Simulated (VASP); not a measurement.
Si: band gap against strain

Si (diamond, Fd-3m, 20.119 Å³/atom and stress up to 0.01 GPa in the relaxed cell, cube axes along x, y and z) under an equal strain ε along all three axes. r2SCAN in VASP (plane waves, PAW), 480 eV, 10×10×10 Γ-centred mesh, Gaussian smearing 0.05 eV; ions are relaxed, or left where forces stay under 0.02 eV/Å, within the symmetry of each cell. Gaps are the smallest on the run's k-mesh, which can miss an edge that lies off it, without spin-orbit coupling; in all rows the valence edge lies at Γ and the conduction edge at about 0.9 Å⁻¹ from Γ.

Here s stands for strain and Eg for gap.

```
strain (%)  gap (eV)
----------  --------
-3.00              ?
-1.50           0.71
-1.00           0.74
-0.50           0.76
0.00            0.79
0.50            0.81
1.00            0.84
1.50            0.86
```

Taking a straight line for Eg over the 7 complete rows: Means: s 0, Eg 0.787. About the means, the sum of products is 0.35000 and the sum of squares of s is 7.0000; the slope is their ratio. Least squares gives Eg = 0.787 + 0.0500·s. Residuals (row less fit): -0.002, 0.003, -0.002, 0.003, -0.002, 0.003, -0.002; standard error 0.003 (degrees of freedom: 5). Over these rows the gap moves by 5.0 ± 0.1 eV per unit strain, or 1.7 eV per unit of ln V.

Q: Predict the withheld Eg at s = -3.00 from the fit, and compare with the calculation.

A: Eg = 0.787 + 0.0500 × (-3.0) = 0.637 eV. The calculation gives 0.62 eV, 0.017 eV below the prediction (7.1 % of the range of Eg in the table). The row lies outside the fitted rows, so this is an extrapolation. The scatter of the fitted rows lies at the last printed digit.

Other structures, which can take over under pressure, weren't tried. Rows are the converged runs of the series near zero and its far end; series whose fitted rows scatter by over a few per cent of the range, as at a crossing or softening among them, aren't shown in this form, nor equations of state whose B0' disagrees with the runs' pressures. Most that stay on the fit to the last digits aren't either.
